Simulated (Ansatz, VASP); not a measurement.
# Ti47In16P16 in two plane-wave programs, part 2 of 2

Wanted: the spread between two codes on one cell, functional and k mesh.  The structure shown is the end of the VASP relaxation below.

VASP 6.6.1 and Ansatz 0.2.0.

So far: The structure; VASP: relaxation, PBE.

In doubt: too few empty bands were carried, so the values of those runs are not to be relied on.

## Step 3: Ansatz: single point, PBE

Level of this step: Ansatz beside VASP: Kohn-Sham DFT, plane waves, PBE (Ansatz).

Ansatz runs on its default PAW (the set named soft_2) files.

The same cell, functional, mesh and smearing now go to Ansatz, which takes its cutoff from its data sets.

Input file input.yaml:

```yaml
crystal:
  lattice:
    - [0.0, 9.1633453, 9.1633453]
    - [9.1633453, 0.0, 9.1633453]
    - [9.1633453, 9.1633453, 0.0]
  atoms:
    - { symbol: In, position: [0.0, 0.0, 0.00942558] }
    - { symbol: In, position: [0.49655466, 0.9997038, 0.00187077] }
    - { symbol: In, position: [0.9997038, 0.49655466, 0.00187077] }
    - { symbol: In, position: [0.0, 0.0, 0.49057442] }
    - { symbol: In, position: [0.24812923, 0.24812923, 0.2502962] }
    - { symbol: In, position: [0.5, 0.5, 0.99801186] }
    - { symbol: In, position: [0.50344534, 0.0002962, 0.49812923] }
    - { symbol: In, position: [0.75942558, 0.24057442, 0.25] }
    - { symbol: In, position: [0.0002962, 0.50344534, 0.49812923] }
    - { symbol: In, position: [0.24057442, 0.75942558, 0.25] }
    - { symbol: In, position: [0.24812923, 0.24812923, 0.75344534] }
    - { symbol: In, position: [0.5, 0.5, 0.50198814] }
    - { symbol: In, position: [0.75187077, 0.75187077, 0.2497038] }
    - { symbol: In, position: [0.74801186, 0.25198814, 0.75] }
    - { symbol: In, position: [0.25198814, 0.74801186, 0.75] }
    - { symbol: In, position: [0.75187077, 0.75187077, 0.74655466] }
    - { symbol: Ti, position: [0.5, 0.0, 0.25] }
    - { symbol: Ti, position: [0.0, 0.5, 0.25] }
    - { symbol: Ti, position: [0.0, 0.0, 0.75] }
    - { symbol: Ti, position: [0.25, 0.25, 0.5] }
    - { symbol: Ti, position: [0.5, 0.5, 0.25] }
    - { symbol: Ti, position: [0.5, 0.0, 0.75] }
    - { symbol: Ti, position: [0.75687022, 0.24312978, 0.49312978] }
    - { symbol: Ti, position: [0.0, 0.5, 0.75] }
    - { symbol: Ti, position: [0.24312978, 0.75687022, 0.49312978] }
    - { symbol: Ti, position: [0.23138358, 0.23138358, 0.01861642] }
    - { symbol: Ti, position: [0.5, 0.5, 0.75] }
    - { symbol: Ti, position: [0.76861642, 0.76861642, 0.48138358] }
    - { symbol: Ti, position: [0.75687022, 0.24312978, 0.00687022] }
    - { symbol: Ti, position: [0.24312978, 0.75687022, 0.00687022] }
    - { symbol: Ti, position: [0.75, 0.75, 0.0] }
    - { symbol: Ti, position: [0.0140892, 0.24395976, 0.00604024] }
    - { symbol: Ti, position: [0.5187239, 0.26697545, 0.98302455] }
    - { symbol: Ti, position: [0.01890197, 0.77128065, 0.98086751] }
    - { symbol: Ti, position: [0.98109803, 0.22871935, 0.51913249] }
    - { symbol: Ti, position: [0.26913249, 0.52105013, 0.23109803] }
    - { symbol: Ti, position: [0.47894987, 0.73086751, 0.02128065] }
    - { symbol: Ti, position: [0.52105013, 0.26913249, 0.47871935] }
    - { symbol: Ti, position: [0.73086751, 0.47894987, 0.26890197] }
    - { symbol: Ti, position: [0.9859108, 0.75604024, 0.49395976] }
    - { symbol: Ti, position: [0.24395976, 0.0140892, 0.2359108] }
    - { symbol: Ti, position: [0.26697545, 0.5187239, 0.7312761] }
    - { symbol: Ti, position: [0.4812761, 0.73302455, 0.51697545] }
    - { symbol: Ti, position: [0.75604024, 0.9859108, 0.2640892] }
    - { symbol: Ti, position: [0.73302455, 0.4812761, 0.7687239] }
    - { symbol: Ti, position: [0.22871935, 0.98109803, 0.77105013] }
    - { symbol: Ti, position: [0.77128065, 0.01890197, 0.72894987] }
    - { symbol: Ti, position: [0.24395976, 0.0140892, 0.00604024] }
    - { symbol: Ti, position: [0.77128065, 0.01890197, 0.98086751] }
    - { symbol: Ti, position: [0.26697545, 0.5187239, 0.98302455] }
    - { symbol: Ti, position: [0.22871935, 0.98109803, 0.51913249] }
    - { symbol: Ti, position: [0.52105013, 0.26913249, 0.23109803] }
    - { symbol: Ti, position: [0.73086751, 0.47894987, 0.02128065] }
    - { symbol: Ti, position: [0.75604024, 0.9859108, 0.49395976] }
    - { symbol: Ti, position: [0.0140892, 0.24395976, 0.2359108] }
    - { symbol: Ti, position: [0.26913249, 0.52105013, 0.47871935] }
    - { symbol: Ti, position: [0.47894987, 0.73086751, 0.26890197] }
    - { symbol: Ti, position: [0.5187239, 0.26697545, 0.7312761] }
    - { symbol: Ti, position: [0.73302455, 0.4812761, 0.51697545] }
    - { symbol: Ti, position: [0.9859108, 0.75604024, 0.2640892] }
    - { symbol: Ti, position: [0.98109803, 0.22871935, 0.77105013] }
    - { symbol: Ti, position: [0.4812761, 0.73302455, 0.7687239] }
    - { symbol: Ti, position: [0.01890197, 0.77128065, 0.72894987] }
    - { symbol: P, position: [0.06286104, 0.06286104, 0.18713896] }
    - { symbol: P, position: [0.62784925, 0.1187631, 0.1312369] }
    - { symbol: P, position: [0.1187631, 0.62784925, 0.1312369] }
    - { symbol: P, position: [0.1280003, 0.1280003, 0.6219997] }
    - { symbol: P, position: [0.3719997, 0.3719997, 0.3780003] }
    - { symbol: P, position: [0.6280003, 0.6280003, 0.1219997] }
    - { symbol: P, position: [0.62784925, 0.1187631, 0.62215075] }
    - { symbol: P, position: [0.8812369, 0.37215075, 0.3687631] }
    - { symbol: P, position: [0.1187631, 0.62784925, 0.62215075] }
    - { symbol: P, position: [0.37215075, 0.8812369, 0.3687631] }
    - { symbol: P, position: [0.36396152, 0.36396152, 0.88603848] }
    - { symbol: P, position: [0.63603848, 0.63603848, 0.61396152] }
    - { symbol: P, position: [0.93713896, 0.93713896, 0.31286104] }
    - { symbol: P, position: [0.8812369, 0.37215075, 0.87784925] }
    - { symbol: P, position: [0.37215075, 0.8812369, 0.87784925] }
    - { symbol: P, position: [0.8719997, 0.8719997, 0.8780003] }
hamiltonian:
  xc: pbe
  pseudopotentials: { kind: paw }
kpoints:
  mp_grid: { grid: [2, 2, 2] }
scf:
  occupations: { method: methfessel_paxton, width: 0.2 }
  n_extra_bands: 23
output:
  forces: true
  eigenvalues: true
```

Launch:

```sh
$ ansatz run input.yaml --threads 16 --pin off --max-ram 36864MiB --backend cpu --events-out ev --progress --plain --runs-dir out
```

Numbers of over 12 decimals in the logs are rounded to 6 here.

Output:

```text
scf.n_extra_bands = 23 over 426 filled bands (N_el = 852.0): the run solves 449 bands
Engine: ansatz 0.2.0, aarch64-unknown-linux-gnu
Pseudopotentials: kind: paw
Pseudopotential: In, paw, valence charge 13, recommended cutoff 420 eV (normal), In.paw.azcp
Pseudopotential: Ti, paw, valence charge 12, recommended cutoff 420 eV (normal), Ti.paw.azcp
Pseudopotential: P, paw, valence charge 5, recommended cutoff 420 eV (normal), P.paw.azcp
Functional definition: PBE
  parameter kappa = 0.804
  parameter beta = 0.066725
  exchange = pbe_x(kappa = kappa, mu = beta*pi^2/3)
  correlation = pbe_c(beta = beta)
Crystal: 79 atoms, lattice volume = 1538.835 Å³
Basis set: ecut = 420 eV, 30155 PW (Γ), exchange–correlation on 180×180×180 points (8 copies of the dense FFT grid, shifted against one another)
Bands: 449, of which v1, the nominal top of the filled ones, is band 426 counted from 1 (425 counted from 0)
Symmetry: 16 space group operations
Space group: I4/mmm (ITA 139), of the structure as read, at distance tolerance 1.2e-4 Å
k-points: 4 of 8
Non-local potential: In, projectors of the file, l = 0: 2, l = 1: 2, l = 2: 2, l = 3: 2
Non-local potential: Ti, projectors of the file, l = 0: 3, l = 1: 2, l = 2: 3, l = 3: 1
Non-local potential: P, projectors of the file, l = 0: 2, l = 1: 2, l = 2: 2
PAW form: soft (Blöchl's): semilocal exchange-correlation on the pseudo side does not see the compensation charge
PAW one-centre angular grid: In, 590 points (default); XC on 64 Gauss nodes
PAW one-centre angular grid: Ti, 590 points (default); XC on 64 Gauss nodes
PAW one-centre angular grid: P, 110 points (default); XC on 64 Gauss nodes
Initial density: superposition of atomic densities (neutral atoms: chi_scale 0, normalization atom), corrected by the library's trained network
Initial wavefunctions: pseudopotential atomic-orbital guess
Functional: x = pbe(κ = 0.804, μ = 0.219515), c = pbe(β = 0.066725)
SCF iter   1: F=—  HF=-219173.020492 eV  |F-HF|=—  |Δ(HF+E_count)|=         —  Δρ=8.19e-3  dr2=2.83e0  ethr=1.77e-3  ⟨swp⟩=6.5  Hψ=8310  notcnv=0
preconditioner: auto → Kerker (q_TF=auto, 2.472 Å⁻¹)  [metal: Δε(μ)=0.007 eV  Ē_g=7.328 eV  σ=0.200 eV  W_gap=0.03  n_scr=410 (ndim 8)  ℏωp=20.7 eV  f_vac=0.000  D(μ)=70.27/eV (n_scr^D=608)]
SCF iter   2: F=—  HF=-219172.856206 eV  |F-HF|=—  |Δ(HF+E_count)|=   1.64e-1  S|Δr|=    0.00e0  Δρ=3.02e-3  dr2=2.78e-1  ethr=3.33e-4  ⟨swp⟩=1.8  Hψ=2292  notcnv=0
SCF iter   3: F=—  HF=-219172.840354 eV  |F-HF|=—  |Δ(HF+E_count)|=   1.59e-2  S|Δr|=    0.00e0  Δρ=1.48e-3  dr2=1.05e-1  ethr=3.26e-5  ⟨swp⟩=2.0  Hψ=2196  notcnv=0
SCF iter   4: F=—  HF=-219172.832873 eV  |F-HF|=—  |Δ(HF+E_count)|=   7.48e-3  S|Δr|=    0.00e0  Δρ=5.59e-4  dr2=1.50e-2  ethr=1.24e-5  ⟨swp⟩=2.0  Hψ=2264  notcnv=0
SCF iter   5: F=—  HF=-219172.831150 eV  |F-HF|=—  |Δ(HF+E_count)|=   1.72e-3  S|Δr|=    0.00e0  Δρ=3.50e-4  dr2=6.03e-3  ethr=1.76e-6  ⟨swp⟩=3.0  Hψ=2430  notcnv=0
SCF iter   6: F=—  HF=-219172.830805 eV  |F-HF|=—  |Δ(HF+E_count)|=   3.45e-4  S|Δr|=    0.00e0  Δρ=1.66e-4  dr2=9.01e-4  ethr=7.08e-7  ⟨swp⟩=2.0  Hψ=2195  notcnv=0
SCF iter   7: F=—  HF=-219172.830716 eV  |F-HF|=—  |Δ(HF+E_count)|=   8.91e-5  S|Δr|=    0.00e0  Δρ=5.68e-5  dr2=1.38e-4  ethr=1.06e-7  ⟨swp⟩=3.0  Hψ=2481  notcnv=0
SCF iter   8: F=—  HF=-219172.830700 eV  |F-HF|=—  |Δ(HF+E_count)|=   1.65e-5  S|Δr|=    0.00e0  Δρ=2.20e-5  dr2=1.79e-5  ethr=1.62e-8  ⟨swp⟩=2.8  Hψ=2262  notcnv=0
SCF iter   9: F=—  HF=-219172.831920 eV  |F-HF|=—  |Δ(HF+E_count)|=   1.22e-3  S|Δr|=    0.00e0  Δρ=1.35e-5  dr2=6.06e-6  ethr=2.10e-9  ⟨swp⟩=3.2  Hψ=2519  notcnv=0
SCF iter  10: F=—  HF=-219172.831920 eV  |F-HF|=—  |Δ(HF+E_count)|=   2.81e-7  S|Δr|=    0.00e0  Δρ=5.32e-6  dr2=1.51e-6  ethr=7.12e-10  ⟨swp⟩=2.0  Hψ=2236  notcnv=0
SCF iter  11: F=—  HF=-219172.831920 eV  |F-HF|=—  |Δ(HF+E_count)|=   7.12e-8  S|Δr|=    0.00e0  Δρ=2.10e-6  dr2=1.94e-7  ethr=1.78e-10  ⟨swp⟩=2.2  Hψ=2214  notcnv=0
SCF iter  12: F=-219172.831919 eV  HF=-219172.831920 eV  |F-HF|=6.67e-8  |Δ(HF+E_count)|=   7.86e-9  S|Δr|=    0.00e0  Δρ=1.44e-6  dr2=7.16e-8  ethr=1.17e-11  ⟨swp⟩=4.5  Hψ=5737  notcnv=0
WARN: the bands leave out some 3.342e-3 electrons a cell, over the threshold 1e-3 (by scf.eigensolver.empty_state_threshold): the first level above them, at 11.7581 eV, would hold -3.882e-3 of 2 at k-index 3, k = (-0.5000, -0.5000, 0.0000) — raise scf.n_extra_bands (try 512 bands in all)
SCF 1 converged in 12 iterations: F = -219172.831919 eV  dr2 = 7.16e-8
  greatest PAW one-centre occupation: 0.999 electrons in one spin orbital (limit 2), on the Ti atom at site 20 (counted from 0), in its partial waves of l = 0
SCF converged after 12 iterations
Stability not checked: this state was not tested for a lower state beside it, because cold or Methfessel-Paxton smearing, or corrected tetrahedra, fill the levels in a way that the test cannot read (fill_not_monotonic; see scf.lower_state_search)
Free energy (F): -219172.831919 eV
Harris-Foulkes:  -219172.831920 eV  (|F-HF|=6.67e-8)
Internal energy: -219172.847277 eV  (E = F + TS)
E sigma→0 (E₀):  -219172.835759 eV
Entropy (-TS):   0.015357 eV (0.194 meV/atom)
Fermi energy:    11.281953 eV
Step filling:    the computed levels leave a gap of 0.0027 eV = 0.0 smearing widths at the electron count; against every level under it full and every level over it empty, smearing changes F+E_penalty+E_count by -4.859 meV and its σ→0 estimate by -8.698 meV
--- Per-component energies (eV) ---
  E_band       = -8502.863487
  E_kinetic    = 17840.296825
  E_local      = -63597.576271  (includes V_loc(G=0)·N_el)
  E_nonlocal   = 6815.450803
  E_hartree    = 25883.118497
  E_xc         = -9024.470246
  E_vxc        = -8312.655576  (∫ρ·V_xc dr)
  E_paw        = -124834.085319  (= ΣΔE_a)
  E_vpaw       = -13014.620223  (= ΣTr[D̂ρ^β])
  E_aug_tail   = 0.006201  (compensation charges beyond the density's cutoff)
  E_ewald      = -72255.587765
  E_smearing   = 0.015357  (= −TS)
  E_closure    = 0.000000  (closes the sum)
  Σ components = -219172.831919   (vs F -219172.831919, Δ=0.00e0)
--- Forces (eV/Å), atoms counted from 1 ---
  atom   1  In    -0.03366736    -0.03366736     0.00000000
  atom   2  In    -0.00408769     0.00408769     0.00953963
  atom   3  In     0.00408769    -0.00408769     0.00953963
  atom   4  In     0.03366736     0.03366736     0.00000000
  atom   5  In     0.00408769     0.00408769     0.00953963
  atom   6  In     0.00945459     0.00945459    -0.00000000
  atom   7  In     0.00408769    -0.00408769    -0.00953963
  atom   8  In     0.03366736    -0.03366736    -0.00000000
  atom   9  In    -0.00408769     0.00408769    -0.00953963
  atom  10  In    -0.03366736     0.03366736    -0.00000000
  atom  11  In    -0.00408769    -0.00408769     0.00953963
  atom  12  In    -0.00945459    -0.00945459    -0.00000000
  atom  13  In    -0.00408769    -0.00408769    -0.00953963
  atom  14  In    -0.00945459     0.00945459     0.00000000
  atom  15  In     0.00945459    -0.00945459    -0.00000000
  atom  16  In     0.00408769     0.00408769    -0.00953963
  atom  17  Ti     0.00000000     0.00000000    -0.00000000
  atom  18  Ti     0.00000000     0.00000000    -0.00000000
  atom  19  Ti    -0.00000000     0.00000000     0.00000000
  atom  20  Ti     0.00000000     0.00000000     0.00000000
  atom  21  Ti    -0.00000000     0.00000000     0.00000000
  atom  22  Ti     0.00000000     0.00000000     0.00000000
  atom  23  Ti    -0.05288336     0.00000000    -0.00000000
  atom  24  Ti     0.00000000     0.00000000    -0.00000000
[...]
atom  72  P      0.00000000     0.00940698     0.00711869
  atom  73  P     -0.00000000     0.00940698    -0.00711869
  atom  74  P      0.00000000    -0.00000000     0.01695305
  atom  75  P      0.00000000     0.00000000    -0.01695305
  atom  76  P      0.00000000     0.00000000    -0.06683208
  atom  77  P     -0.00000000    -0.00940698    -0.00711869
  atom  78  P     -0.00940698    -0.00000000    -0.00711869
  atom  79  P     -0.00000000    -0.00000000    -0.02367723
  max |Σ_I F_I| component: 2.78e-16 eV/Å
--- Band table (eV) ---
  k-point 0: bands = [... 422 lower, 11.0430, 11.1105, 11.1636, 11.1636, 11.1996, 11.2510, 11.2678, 11.3001, ... 19 higher]
  k-point 1: bands = [... 422 lower, 11.1820, 11.2207, 11.2275, 11.2489, 11.2566, 11.3331, 11.3629, 11.3653, ... 19 higher]
  k-point 2: bands = [... 422 lower, 11.2043, 11.2651, 11.2749, 11.2828, 11.3194, 11.3728, 11.3970, 11.4340, ... 19 higher]
  k-point 3: bands = [... 422 lower, 11.2356, 11.2606, 11.2754, 11.2754, 11.3219, 11.3439, 11.3806, 11.3806, ... 19 higher]
```

Elapsed: 32 s, on 16 threads of Arm Neoverse V2, shared host; peak memory 14 GiB.

## Step 4: Differences

Known differences besides the PAW data sets themselves: the data sets hold 852 valence electrons in Ansatz (default PAW (the set named soft_2) files) and 316 in VASP; the cutoff is 420 eV in Ansatz and 300 eV in VASP (PREC = Normal, projectors in real space); VASP leaves aspherical gradient terms in its spheres out (LASPH is not set), Ansatz keeps them. Total energies have different zeros and are not compared.

At this near-relaxed geometry the largest component of a force difference is 220 meV/Å.

## Step 5: Further runs

The difference is large enough to ask for its cause, so further runs change the set-up of one program at a time, as the table lists.

```
                                    run  r.m.s. force difference (meV/Å)
                               as above                               36
Ansatz's larger PAW set (cutoff 910 eV)                               36
```

## Step 6: Summary of results

| Quantity | Value |
| --- | --- |
| r.m.s. force difference (single point, PBE) | 36 meV/Å |

What this shows: The r.m.s. force difference is 36 meV/Å (single point, PBE), beyond the 12 meV/Å picked in this series as the mark of a large difference. For single point, PBE: no further run halves the r.m.s. force difference; only Ansatz's side was varied. 1 further run on this material is not shown. Differences of this kind measure data sets and numerical settings, not the functional's error against experiment.

[Lines on the potential files, build, host, timing and source positions are cut from VASP's logs without a mark.]

[Logs are printed without paths, hosts, clocks, repeated set-up lines and the standing remarks that a program may print on its own settings, such as how far it seeks lower states.]

[Hosts, paths, dates, database ids (printed as entryN), source tags and the programs' standing remarks are cut or masked in the printed files.]
